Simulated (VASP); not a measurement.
An input for Quantum ESPRESSO's pw.x (written as the equivalent of a VASP run, and not itself run):

```
&CONTROL
  calculation = 'scf'
  pseudo_dir = './pseudo'
  outdir = './out'
  tprnfor = .true.
  tstress = .true.
/
&SYSTEM
  ibrav = 0
  nat = 4
  ntyp = 2
  ecutwfc = 82
  occupations = 'smearing'
  smearing = 'fermi-dirac'
  degauss = 0.000735
  input_dft = 'pbesol'
/
&ELECTRONS
  conv_thr = 7.3e-08
  electron_maxstep = 100
/
ATOMIC_SPECIES
  Ag 107.868 Ag.upf
  Cl 35.450 Cl.upf
CELL_PARAMETERS angstrom
     3.8483420    0.0000000    0.0000000
     0.0000000    3.9229890    0.0000000
    -0.5381670    0.0000000    5.4609780
ATOMIC_POSITIONS crystal
  Ag   0.1840200  0.2500000  0.2180800
  Ag   0.8159800  0.7500000  0.7819200
  Cl   0.7076600  0.7500000  0.2625600
  Cl   0.2923400  0.2500000  0.7374400
K_POINTS automatic
  5 4 3 0 0 0
```

Problem. Translate this input to VASP (INCAR, KPOINTS, POSCAR, choice of POTCAR).

Solution. Several could match; the one computed here: 
### POSCAR
```
AgCl
1
    3.8483420000     0.0000000000     0.0000000000
    0.0000000000     3.9229890000     0.0000000000
   -0.5381670000     0.0000000000     5.4609780000
Ag Cl
2 2
Direct
  0.1840200000   0.2500000000   0.2180800000
  0.8159800000   0.7500000000   0.7819200000
  0.7076600000   0.7500000000   0.2625600000
  0.2923400000   0.2500000000   0.7374400000
```

**INCAR**
```
SYSTEM = AgCl
PREC = Accurate; ENCUT = 300; LREAL = .FALSE.
LASPH = .TRUE.
EDIFF = 1E-6; NELM = 100; ALGO = Normal
LMAXMIX = 4
ISMEAR = -1; SIGMA = 0.01
GGA = PS
ISIF = 2
LWAVE = .FALSE.; LCHARG = .FALSE.
```

File KPOINTS:
```
Automatic mesh
0
Gamma
5 4 3
0 0 0
```

POTCAR, in this order: Ag Cl (PBE.64 set). Program: vasp_std.

What does not carry over: the potentials are each code's own (VASP's PAW set, PseudoDojo norm-conserving files in pw.x), so ENCUT and ecutwfc are chosen apart and not converted; conv_thr bounds pw.x's estimated SCF error, while EDIFF bounds the energy change between steps.

The structure comes from a computed database's AgCl entry; how it stands against other phases isn't given here. The cell was not relaxed at this level, and its volume differs by -5.9 % from the start's.
